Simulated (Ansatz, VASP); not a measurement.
# B4TePd3: VASP beside Ansatz

Contents of INCAR:

```
PREC = Accurate
ENCUT = 600
EDIFF = 1E-6
ISMEAR = 0
SIGMA = 0.1
LREAL = F
LASPH = T
NELM = 100
ALGO = Normal
ISIF = 3
LWAVE = F
LCHARG = F
GGA = PE
IBRION = 2
NSW = 100
EDIFFG = -0.01
```

The input KPOINTS:

```
Automatic mesh
0
Gamma
  8 8 8
```

The input POSCAR:

```
B4TePd3
1.0
    4.6513813268      0.0000000000      0.0000000000
    0.0000000000      4.6513813268      0.0000000000
    0.0000000000      0.0000000000      4.6513813268
B Te Pd
4 1 3
Direct
    0.5000000000      0.5000000000      0.5000000000
    0.5000000000      0.0000000000      0.0000000000
    0.0000000000      0.5000000000      0.0000000000
    0.0000000000      0.0000000000      0.5000000000
    0.0000000000      0.0000000000      0.0000000000
    0.0000000000      0.5000000000      0.5000000000
    0.5000000000      0.0000000000      0.5000000000
    0.5000000000      0.5000000000      0.0000000000
```

Input for Ansatz:

```yaml
crystal:
  lattice:
    - [4.6513813268, 0.0, 0.0]
    - [0.0, 4.6513813268, 0.0]
    - [0.0, 0.0, 4.6513813268]
  atoms:
    - { symbol: B, position: [0.5, 0.5, 0.5] }
    - { symbol: B, position: [0.5, 0.0, 0.0] }
    - { symbol: B, position: [0.0, 0.5, 0.0] }
    - { symbol: B, position: [0.0, 0.0, 0.5] }
    - { symbol: Te, position: [0.0, 0.0, 0.0] }
    - { symbol: Pd, position: [0.0, 0.5, 0.5] }
    - { symbol: Pd, position: [0.5, 0.0, 0.5] }
    - { symbol: Pd, position: [0.5, 0.5, 0.0] }
basis:
  ecutwfc: 420
kpoints:
  mp_grid: { grid: [8, 8, 8] }
hamiltonian:
  xc: pbe
scf:
  occupations: { method: gaussian, width: 0.1 }
output:
  forces: true
  stress: true
  eigenvalues: true
relax:
  adjacent_minimum: "off"
  f_tol: 0.01
  max_steps: 80
  cell: { stress_tol: 0.05 }
```

Alike in both runs: task relaxation of cell and atoms; functional PBE; k mesh 8 × 8 × 8; occupations gaussian, width 0.1 eV; no spin polarisation.

|  | VASP | Ansatz |
| --- | --- | --- |
| version | VASP 6.6.1 | Ansatz 0.2.0 |
| potentials or method | VASP PAW PBE potentials, release 64 (B, Te, Pd) | scalar-relativistic, plane waves, PAW |
| plane-wave cutoff (eV) | 600 | 420 |
| valence electrons in the cell | 48 | 82 |

```csv
,VASP,Ansatz,Ansatz less VASP
"gap on the k mesh at the Fermi level, each at its own relaxed structure (eV)",none,none,-
relaxed volume (Å³/atom),12.52,12.52,-0.002
relaxed cell length with the largest relative difference (Å),4.645,4.644,-0.0002
```

A gap of «none» marks a metal or a gap that the smearing closes. The two sets of potentials don't hold the same shells in valence.

The runs have no spin-orbit coupling, so splittings on Te are missing.
